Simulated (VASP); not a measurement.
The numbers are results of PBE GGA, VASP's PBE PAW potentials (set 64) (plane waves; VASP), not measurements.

Input for VASP

POSCAR:
```
BN
1
    1.3005000000    -2.2525320000     0.0000000000
    1.3005000000     2.2525320000     0.0000000000
    0.0000000000     0.0000000000     4.3044000000
B N
2 2
Direct
  0.6666670000   0.3333330000   0.5000000000
  0.3333330000   0.6666670000   0.0000000000
  0.6666670000   0.3333330000   0.8750000000
  0.3333330000   0.6666670000   0.3750000000
```

INCAR:
```
ALGO = Normal
EDIFF = 1E-6
ENCUT = 520
GGA = PE
ISIF = 2
ISMEAR = 0
LASPH = .TRUE.
LCHARG = .FALSE.
LREAL = .FALSE.
LWAVE = .FALSE.
NBANDS = 10
NELM = 100
PREC = Accurate
SIGMA = 0.05
SYSTEM = BN
```

KPOINTS:
```
K-points
0
G
 9 9 5
0 0 0
```

POTCAR, in this order: B N (PBE.64 set). Program: vasp_std.

Output

OSZICAR:
```
       N       E                     dE             d eps       ncg     rms          rms(c)
DAV:   1     0.550453327622E+02    0.55045E+02   -0.88869E+03   728   0.154E+03
DAV:   2    -0.344683449790E+02   -0.89514E+02   -0.84435E+02  1124   0.293E+02
DAV:   3    -0.364933412020E+02   -0.20250E+01   -0.20185E+01   858   0.509E+01
DAV:   4    -0.365092807128E+02   -0.15940E-01   -0.15922E-01   896   0.417E+00
DAV:   5    -0.365095541628E+02   -0.27345E-03   -0.27329E-03   842   0.503E-01    0.900E+00
DAV:   6    -0.348857972063E+02    0.16238E+01   -0.59369E+00   814   0.215E+01    0.429E+00
DAV:   7    -0.347819212422E+02    0.10388E+00   -0.16808E-01   832   0.494E+00    0.258E+00
DAV:   8    -0.347559066949E+02    0.26015E-01   -0.76328E-02   808   0.289E+00    0.202E-01
DAV:   9    -0.347553517719E+02    0.55492E-03   -0.16583E-03   860   0.487E-01    0.106E-01
DAV:  10    -0.347555812321E+02   -0.22946E-03   -0.58367E-04   816   0.253E-01    0.298E-02
DAV:  11    -0.347555812850E+02   -0.52896E-07   -0.10823E-04   854   0.947E-02    0.129E-02
DAV:  12    -0.347555839404E+02   -0.26554E-05   -0.12586E-05   830   0.393E-02    0.293E-03
DAV:  13    -0.347555841030E+02   -0.16263E-06   -0.45831E-07   470   0.806E-03
   1 F= -.34755584E+02 E0= -.34755584E+02  d E =-.620122E-20
```

File OUTCAR:
```
------------------------ aborting loop because EDIFF is reached ----------------------------------------
  FORCE on cell =-STRESS in cart. coord.  units (eV):
  Direction    XX          YY          ZZ          XY          YZ          ZX
  --------------------------------------------------------------------------------------
  Total       -2.8422321     -2.8422319     -2.9623085      0.0000000      0.0000000      0.0000000
  in kB     -180.5702426   -180.5702305   -188.1988347      0.0000000      0.0000000      0.0000000
  external PRESSURE =    -183.1131026 kB  Pullay stress =       0.0000000 kB
  volume of cell :       25.22
      direct lattice vectors                 reciprocal lattice vectors
     1.300500000 -2.252532000  0.000000000     0.384467512 -0.221972429  0.000000000
     1.300500000  2.252532000  0.000000000     0.384467512  0.221972429  0.000000000
     0.000000000  0.000000000  4.304400000     0.000000000  0.000000000  0.232320416
  FREE ENERGIE OF THE ION-ELECTRON SYSTEM (eV)
  ---------------------------------------------------
  free  energy   TOTEN  =       -34.7555841030 eV

  energy  without entropy=      -34.7555841030  energy(sigma->0) =      -34.75558410
```
(Selected blocks of OUTCAR.)

The compound is BN in the wurtzite structure, a metastable high-pressure form. The cell was not relaxed at this level. The run is one of a series of settings (NBANDS = 10 against the base run), some of them coarse on purpose.
